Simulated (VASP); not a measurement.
```
CELL_PARAMETERS angstrom
      4.35892    -2.36206     0.01119
      4.35892     2.36206     0.01119
      3.06898     0.00000     3.89372
ATOMIC_POSITIONS crystal
  Bi 0.23411 0.23411 0.23411
  Bi 0.76589 0.76589 0.76589
```

The numbers are results of PBE GGA, VASP's PBE PAW potentials (set 64) (plane waves; VASP), not measurements. Numerical set-up: 480 eV cut-off, 10×10×10 Γ-centred mesh, first-order Methfessel-Paxton smearing of 0.10 eV, potentials Bi_d.

**Question.** The ions are relaxed. Give the cell that the relaxation ends in.

**Answer.** 
```
CELL_PARAMETERS angstrom
      4.35892    -2.36206     0.01119
      4.35892     2.36206     0.01119
      3.06898     0.00000     3.89372
ATOMIC_POSITIONS crystal
  Bi 0.23016 0.23016 0.23016
  Bi 0.76984 0.76984 0.76984
```
Space group R-3m (166), at a tolerance of 0.03 Å.

**Question.** How much energy does the relaxation gain?

**Answer.** The energy (σ→0) changes by -8.8 meV/atom, in 3 ionic steps.

| step | E(σ→0) (eV) | max force (eV/Å) | pressure (GPa) | volume (Å³) |
|---|---|---|---|---|
| 1 | -7.7109 | 0.340 | -3.04 | 80.02 |
| 2 | -7.7204 | 0.236 | -2.79 | 80.02 |
| 3 | -7.7284 | 0.004 | -2.26 | 80.02 |

The compound is Bi in the a7 structure. This cell was strained or had an atom moved on purpose. Symmetry was kept, so distortions that lower it aren't found.
